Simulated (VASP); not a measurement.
Consider the following.

```yaml
crystal:
  lattice:
    - [0.00000, 2.30680, 2.30680]
    - [2.30680, 0.00000, 2.30680]
    - [2.30680, 2.30680, 0.00000]
  atoms:
    - { symbol: Hf, position: [0.00000, 0.00000, 0.00000] }
    - { symbol: C, position: [0.50000, 0.50000, 0.50000] }
```

The numbers are results of SCAN meta-GGA, VASP's PBE PAW potentials (set 64) (plane waves; VASP), not measurements. Numerical set-up: 520 eV cut-off, 14×14×14 Γ-centred mesh, first-order Methfessel-Paxton smearing of 0.10 eV, potentials Hf_pv C.

Unless said otherwise, spin-orbit coupling is left out, though it shifts the bands of the heavy elements here.

Predict the energy per atom (σ→0), band gap (on the k-mesh) with the smallest direct gap where there is one.

```yaml
band gap (on the k-mesh): none (metal, semimetal or under 0.01 eV)
energy per atom (σ→0): -37.479 eV/atom
```

Total energies compare only between runs with the same potentials, cut-off and functional.

The compound is HfC in the rock salt structure. It was relaxed first.
